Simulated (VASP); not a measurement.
A convergence study with VASP on Pd (fcc): one setting is varied, all else stays as given below, so the limit is that of these other settings.

```yaml
crystal:
  lattice:
    - [0.00000, 1.94500, 1.94500]
    - [1.94500, 0.00000, 1.94500]
    - [1.94500, 1.94500, 0.00000]
  atoms:
    - { symbol: Pd, position: [0.00000, 0.00000, 0.00000] }
```

The numbers are results of PBE GGA, VASP's PBE PAW potentials (set 64) (plane waves; VASP), not measurements. The tightest run used: 550 eV cut-off, 22×22×22 Monkhorst-Pack mesh, first-order Methfessel-Paxton smearing of 0.10 eV, potentials Pd.

| setting | E (eV/atom) | pressure (GPa) | irreducible k-points |
|---|---|---|---|
| 1×1×1 mesh | -12.5614 | -58.90 | 1 |
| 2×2×2 mesh | -5.4531 | 5.08 | 2 |
| 3×3×3 mesh | -4.3421 | 19.93 | 4 |
| 4×4×4 mesh | -5.1810 | 7.62 | 10 |
| 5×5×5 mesh | -5.0418 | 9.59 | 10 |
| 6×6×6 mesh | -5.2111 | 6.82 | 28 |
| 7×7×7 mesh | -5.2083 | 7.91 | 20 |
| 8×8×8 mesh | -5.2016 | 7.26 | 60 |
| 9×9×9 mesh | -5.2102 | 6.63 | 35 |
| 10×10×10 mesh | -5.2008 | 7.01 | 110 |
| 11×11×11 mesh | -5.1896 | 7.51 | 56 |

Question: These are the cheaper rows. Estimate the results at 22×22×22 mesh, and how far the last row shown lies from them.

Answer: 
| quantity | tightest run | last row shown is off by |
|---|---|---|
| E (eV/atom) | -5.2036 | 0.0140 |
| pressure (GPa) | 7.11 | 0.40 |

Left out are rungs that failed or repeat a setting and relaxations that didn't move; long series are thinned to 24 rows.

The compound is Pd in the fcc structure. The cell was not relaxed at this level.
